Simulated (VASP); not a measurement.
# Fe3PO7 (Grattarolaite): structure and properties in VASP, part 7 of 8

How well does PBEsol + U reproduce what experiment finds for Fe3PO7 (Grattarolaite)? The cell is relaxed first, and properties follow on it. The start is a cell from a database of measured crystal structures.

VASP 6.6.1; PBEsol, DFT+U (Fe d 4 eV), spin-polarised from a ferromagnetic start; plane waves and PAW (Fe, P, O).

Still holding for the runs below: The magnetic state follows from one typed start and may not be the lowest. Experiment finds antiferromagnetic order in this phase (below 164 K, arxiv:1707.07433), so this ferromagnetic run describes another state.

So far, gap on the k-mesh (eV): step 2 (full relaxation (PBEsol + U)) 1.79; step 5 (density of states (PBEsol + U)) 1.76. The relaxed cell has a = 8.026, c = 6.885 Å (conventional setting).

**7. Electric field gradients (PBEsol + U)**

Field gradients probe how far the charge around each nucleus departs from cubic symmetry; LASPH keeps the non-spherical terms inside the spheres.

INCAR

```
SYSTEM = Fe3PO7
PREC = Accurate
ENCUT = 520
EDIFF = 1E-07
NELM = 100
ISMEAR = 0
SIGMA = 0.05
LREAL = .FALSE.
ALGO = Normal
GGA = PS
NBANDS = 61
ISPIN = 2
MAGMOM = 4.325 4.325 4.325 0.031 0.158 0.359 0.359 0.359 0.122 0.122 0.122
LDAU = .TRUE.
LDAUTYPE = 2
LDAUL = 2 -1 -1
LDAUU = 4 0 0
LDAUJ = 0 0 0
LDAUPRINT = 1
LASPH = .TRUE.
LMAXMIX = 4
LORBIT = 11
LWAVE = .FALSE.
LCHARG = .FALSE.
KPAR = 8
LEFG = .TRUE.
```

POSCAR

```
Fe3PO7
1.0
    4.0131358779      2.3169850794      2.2950053484
   -4.0131358779      2.3169850794      2.2950053484
    0.0000000000     -4.6339701588      2.2950053484
Fe P O
3 1 7
Direct
    0.5397198143      0.1503095739      0.5397198143
    0.5397198143      0.5397198143      0.1503095739
    0.1503095739      0.5397198143      0.5397198143
    0.0000821785      0.0000821785      0.0000821785
    0.2305545627      0.2305545627      0.2305545627
    0.3878148672      0.7673479303      0.3878148672
    0.3878148672      0.3878148672      0.7673479303
    0.7673479303      0.3878148672      0.3878148672
    0.8308162105      0.1472039706      0.8308162105
    0.8308162105      0.8308162105      0.1472039706
    0.1472039706      0.8308162105      0.8308162105
```

KPOINTS

```
Automatic mesh
0
Gamma
5 5 5
0 0 0
```

Potentials, in the order of the species: Fe, P and O (PBE family, release 64).

Command:

```sh
mpirun -np 8 vasp_std
```

Output:

```text
[... set-up lines as in an earlier step ...]
 entering main loop
       N       E                     dE             d eps       ncg     rms          rms(c)
[... 17 cycles as in an earlier step ...]
DAV:  18    -0.806106615313E+02    0.36744E-07   -0.17159E-07  4056   0.312E-03
ion   1
     0.0000000    -0.6615767     1.5039489     0.1207079    -2.6049158     0.3819615
     0.0000445    -0.6615767     1.5039488     0.1207079    -2.6049158     0.3819615
     0.0000605    -0.6615767     1.5039488     0.1207079    -2.6049158     0.3819615
     0.0000823    -0.6615767     1.5039488     0.1207079    -2.6049158     0.3819615
     0.0001120    -0.6615767     1.5039488     0.1207079    -2.6049157     0.3819615

     0.0000000   -16.0643896    22.1345697    13.0099546   -38.3381994     9.2747796
     0.0000445   -16.0641716    22.1343280    13.0097366   -38.3377807     9.2746538
     0.0000605   -16.0640486    22.1341940    13.0096130   -38.3375486     9.2745828
     0.0000823   -16.0638496    22.1339785    13.0094128   -38.3371753     9.2744679
     0.0001120   -16.0635293    22.1336339    13.0090901   -38.3365784     9.2742830

ion   2
     0.0000000    -0.0000000    -3.0078977     0.1207079    -0.0000000    -0.7639230
     0.0000445    -0.0000000    -3.0078977     0.1207079    -0.0000000    -0.7639230
     0.0000605    -0.0000000    -3.0078977     0.1207079    -0.0000000    -0.7639230
     0.0000823    -0.0000000    -3.0078976     0.1207079    -0.0000000    -0.7639230
     0.0001120    -0.0000000    -3.0078976     0.1207079    -0.0000000    -0.7639230

     0.0000000    -0.0000000   -44.2691395    13.0099546    -0.0000000   -18.5495593
     0.0000445    -0.0000000   -44.2686560    13.0097366    -0.0000000   -18.5493076
     0.0000605    -0.0000000   -44.2683880    13.0096130    -0.0000000   -18.5491656
     0.0000823    -0.0000000   -44.2679570    13.0094128    -0.0000000   -18.5489358
     0.0001120    -0.0000000   -44.2672677    13.0090901    -0.0000000   -18.5485660

ion   3
     0.0000000     0.6615767     1.5039489     0.1207079     2.6049158     0.3819615
     0.0000445     0.6615767     1.5039488     0.1207079     2.6049158     0.3819615
     0.0000605     0.6615767     1.5039488     0.1207079     2.6049158     0.3819615
     0.0000823     0.6615767     1.5039488     0.1207079     2.6049158     0.3819615
     0.0001120     0.6615767     1.5039488     0.1207079     2.6049157     0.3819615

     0.0000000    16.0643896    22.1345697    13.0099546    38.3381994     9.2747796
     0.0000445    16.0641716    22.1343280    13.0097366    38.3377807     9.2746538
     0.0000605    16.0640486    22.1341940    13.0096130    38.3375486     9.2745828
     0.0000823    16.0638496    22.1339785    13.0094128    38.3371753     9.2744679
     0.0001120    16.0635293    22.1336339    13.0090901    38.3365784     9.2742830

ion   4
     0.0000000    -0.0000000    -0.0000000    -2.5458769     0.0000000     0.0000000
     0.0000365    -0.0000000    -0.0000000    -2.5458769     0.0000000     0.0000000
     0.0000503    -0.0000000    -0.0000000    -2.5458769     0.0000000     0.0000000
     0.0000692    -0.0000000    -0.0000000    -2.5458769     0.0000000     0.0000000
     0.0000953    -0.0000000    -0.0000000    -2.5458769     0.0000000     0.0000000

     0.0000000     0.0000000    -0.0000000   -15.7858018     0.0000000     0.0000000
     0.0000365     0.0000000    -0.0000000   -15.7857705     0.0000000     0.0000000
     0.0000503     0.0000000    -0.0000000   -15.7857514     0.0000000     0.0000000
     0.0000692     0.0000000    -0.0000000   -15.7857194     0.0000000     0.0000000
     0.0000953     0.0000000    -0.0000000   -15.7856666     0.0000000     0.0000000

ion   5
     0.0000000    -0.0000000     0.0000000   -17.4929242    -0.0000000     0.0000000
     0.0000293    -0.0000000     0.0000000   -17.4929240    -0.0000000     0.0000000
     0.0000403    -0.0000000     0.0000000   -17.4929239    -0.0000000     0.0000000
     0.0000555    -0.0000000     0.0000000   -17.4929236    -0.0000000     0.0000000
     0.0000765    -0.0000000     0.0000000   -17.4929231    -0.0000000     0.0000000

     0.0000000    -0.0000000     0.0000000   -60.3201236    -0.0000000     0.0000000
     0.0000293    -0.0000000     0.0000000   -60.3201073    -0.0000000     0.0000000
     0.0000403    -0.0000000     0.0000000   -60.3200964    -0.0000000     0.0000000
     0.0000555    -0.0000000     0.0000000   -60.3200779    -0.0000000     0.0000000
     0.0000765    -0.0000000     0.0000000   -60.3200467    -0.0000000     0.0000000

ion   6
     0.0000000    -3.3258564    -3.7218942     0.9274923     6.4465099     1.9201841
     0.0000293    -3.3258564    -3.7218942     0.9274923     6.4465098     1.9201841
     0.0000403    -3.3258564    -3.7218941     0.9274923     6.4465098     1.9201841
     0.0000555    -3.3258563    -3.7218941     0.9274922     6.4465097     1.9201840
     0.0000765    -3.3258562    -3.7218940     0.9274922     6.4465095     1.9201840

     0.0000000   -11.2149133   -13.1682511     2.7901478    22.8080799     6.4749332
     0.0000293   -11.2149103   -13.1682475     2.7901471    22.8080737     6.4749315
     0.0000403   -11.2149083   -13.1682451     2.7901466    22.8080695     6.4749303
     0.0000555   -11.2149049   -13.1682410     2.7901458    22.8080625     6.4749284
     0.0000765   -11.2148992   -13.1682341     2.7901444    22.8080505     6.4749251

ion   7
     0.0000000     0.0000000     7.4437884     0.9274923    -0.0000000    -3.8403682
     0.0000293     0.0000000     7.4437884     0.9274923    -0.0000000    -3.8403682
     0.0000403     0.0000000     7.4437883     0.9274923    -0.0000000    -3.8403681
     0.0000555     0.0000000     7.4437882     0.9274922    -0.0000000    -3.8403681
     0.0000765     0.0000000     7.4437880     0.9274922    -0.0000000    -3.8403680

     0.0000000     0.0000000    26.3365022     2.7901478    -0.0000000   -12.9498665
     0.0000293     0.0000000    26.3364950     2.7901471    -0.0000000   -12.9498630
     0.0000403     0.0000000    26.3364902     2.7901466    -0.0000000   -12.9498607
     0.0000555     0.0000000    26.3364820     2.7901458    -0.0000000   -12.9498567
     0.0000765     0.0000000    26.3364682     2.7901444    -0.0000000   -12.9498501

ion   8
     0.0000000     3.3258564    -3.7218942     0.9274923    -6.4465099     1.9201841
     0.0000293     3.3258564    -3.7218942     0.9274923    -6.4465098     1.9201841
     0.0000403     3.3258564    -3.7218941     0.9274923    -6.4465098     1.9201841
     0.0000555     3.3258563    -3.7218941     0.9274922    -6.4465097     1.9201840
     0.0000765     3.3258562    -3.7218940     0.9274922    -6.4465095     1.9201840

     0.0000000    11.2149133   -13.1682511     2.7901478   -22.8080799     6.4749332
     0.0000293    11.2149103   -13.1682475     2.7901471   -22.8080737     6.4749315
     0.0000403    11.2149083   -13.1682451     2.7901466   -22.8080695     6.4749303
     0.0000555    11.2149049   -13.1682410     2.7901458   -22.8080625     6.4749284
     0.0000765    11.2148992   -13.1682341     2.7901444   -22.8080505     6.4749251

ion   9
     0.0000000    12.3815532     5.5474835     4.4089728    -9.6085233    -7.1484931
     0.0000293    12.3815531     5.5474835     4.4089728    -9.6085232    -7.1484930
     0.0000403    12.3815530     5.5474834     4.4089728    -9.6085232    -7.1484929
     0.0000555    12.3815528     5.5474833     4.4089727    -9.6085230    -7.1484928
     0.0000765    12.3815524     5.5474832     4.4089726    -9.6085227    -7.1484926

     0.0000000    44.5114332    19.8727224    16.1140129   -34.4205649   -25.6986879
     0.0000293    44.5114210    19.8727170    16.1140085   -34.4205555   -25.6986809
     0.0000403    44.5114128    19.8727133    16.1140055   -34.4205492   -25.6986762
     0.0000555    44.5113989    19.8727071    16.1140004   -34.4205385   -25.6986682
     0.0000765    44.5113756    19.8726967    16.1139919   -34.4205204   -25.6986547

ion  10
     0.0000000     0.0000000   -11.0949670     4.4089728     0.0000000    14.2969861
     0.0000293     0.0000000   -11.0949669     4.4089728     0.0000000    14.2969860
     0.0000403     0.0000000   -11.0949669     4.4089728     0.0000000    14.2969859
     0.0000555     0.0000000   -11.0949667     4.4089727     0.0000000    14.2969857
     0.0000765     0.0000000   -11.0949663     4.4089726     0.0000000    14.2969852

     0.0000000     0.0000000   -39.7454449    16.1140129     0.0000000    51.3973759
     0.0000293     0.0000000   -39.7454340    16.1140085     0.0000000    51.3973618
     0.0000403     0.0000000   -39.7454267    16.1140055     0.0000000    51.3973524
     0.0000555     0.0000000   -39.7454143    16.1140004     0.0000000    51.3973363
     0.0000765     0.0000000   -39.7453935    16.1139919     0.0000000    51.3973093

ion  11
     0.0000000   -12.3815532     5.5474835     4.4089728     9.6085233    -7.1484931
     0.0000293   -12.3815531     5.5474835     4.4089728     9.6085232    -7.1484930
     0.0000403   -12.3815530     5.5474834     4.4089728     9.6085232    -7.1484929
     0.0000555   -12.3815528     5.5474833     4.4089727     9.6085230    -7.1484928
     0.0000765   -12.3815524     5.5474832     4.4089726     9.6085227    -7.1484926

     0.0000000   -44.5114332    19.8727224    16.1140129    34.4205649   -25.6986879
     0.0000293   -44.5114210    19.8727170    16.1140085    34.4205555   -25.6986809
     0.0000403   -44.5114128    19.8727133    16.1140055    34.4205492   -25.6986762
     0.0000555   -44.5113989    19.8727071    16.1140004    34.4205385   -25.6986682
     0.0000765   -44.5113756    19.8726967    16.1139919    34.4205204   -25.6986547

   1 F= -.80610662E+02 E0= -.80610662E+02  d E =-.395102E-13  mag=    15.0000
```

The job ended after 67 s (8 MPI ranks of Intel Xeon Platinum 8259CL at 2.50GHz (Skylake/Cascade Lake), shared host; peak memory 3.4 GiB; 8.8 min of CPU time).

[end of part 7 of 8]

[Lines on the potential files, build, host, timing and source positions are cut from VASP's logs without a mark.]

[Logs are printed without paths, hosts, clocks, repeated set-up lines and the standing remarks that a program may print on its own settings, such as how far it seeks lower states.]

[Hosts, paths, dates, database ids (printed as entryN), source tags and the programs' standing remarks are cut or masked in the printed files.]

[A measured line is paired with the nearest computed mode of its activity, which favours agreement.]
